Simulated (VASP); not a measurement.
A convergence study with VASP on NiSb (NiAs type): one setting is varied, all else stays as given below, so the limit is that of these other settings.

```
CELL_PARAMETERS angstrom
      1.96500    -3.40348     0.00000
      1.96500     3.40348     0.00000
      0.00000     0.00000     5.13000
ATOMIC_POSITIONS crystal
  Ni 0.00000 0.00000 0.50000
  Ni 0.00000 0.00000 0.00000
  Sb 0.33333 0.66667 0.25000
  Sb 0.66667 0.33333 0.75000
```

Computed with PBE GGA, VASP's PBE PAW potentials (set 64) (plane waves; VASP). The tightest run used: 550 eV cut-off, 18×18×13 Γ-centred mesh, first-order Methfessel-Paxton smearing of 0.10 eV, potentials Ni Sb.

The reference is 18×18×13 mesh, which took about 4 core-minutes. Times come from single runs on busy shared machines, so they are rough: good to a factor of about 2.

Task: Of the settings 1×1×1 mesh; 2×2×1 mesh; 3×3×2 mesh; 4×4×3 mesh; 5×5×4 mesh; 6×6×4 mesh; 7×7×5 mesh; 8×8×6 mesh; 9×9×6 mesh; 10×10×7 mesh; 11×11×8 mesh; 12×12×8 mesh; 13×13×9 mesh; 14×14×10 mesh; 15×15×10 mesh; 16×16×11 mesh; 17×17×12 mesh; 18×18×13 mesh, which is the lowest that keeps the difference from the reference in the stress, largest component (GPa) within 0.5 from there on, and what does it cost?

Result: 7×7×5 mesh; its cost over the reference is about 1/10.
```tsv
setting	difference in the stress, largest component (GPa)	cost over the reference
1×1×1 mesh	30.00	about 1/30
2×2×1 mesh	17.64	about 1/30
3×3×2 mesh	5.30	about 1/10
4×4×3 mesh	0.53	about 1/20
5×5×4 mesh	1.12	about 1/9
6×6×4 mesh	0.72	about 1/7
7×7×5 mesh	0.11	about 1/10
8×8×6 mesh	0.20	about 1/4
9×9×6 mesh	0.14	about 1/5
10×10×7 mesh	0.28	about 1/4
11×11×8 mesh	0.22	about 1/3
12×12×8 mesh	0.06	about 1/2
13×13×9 mesh	0.09	about 1/2
14×14×10 mesh	0.06	within a factor of 2
15×15×10 mesh	0.09	about 1/2
16×16×11 mesh	0.12	within a factor of 2
17×17×12 mesh	0.05	within a factor of 2
18×18×13 mesh	0.00	reference
```

Left out are rungs that failed or repeat a setting and relaxations that didn't move; long series are thinned to 24 rows.

The compound is NiSb in the NiAs type structure. The cell was not relaxed at this level. The run is not spin-polarised, so no magnetic state was tried.
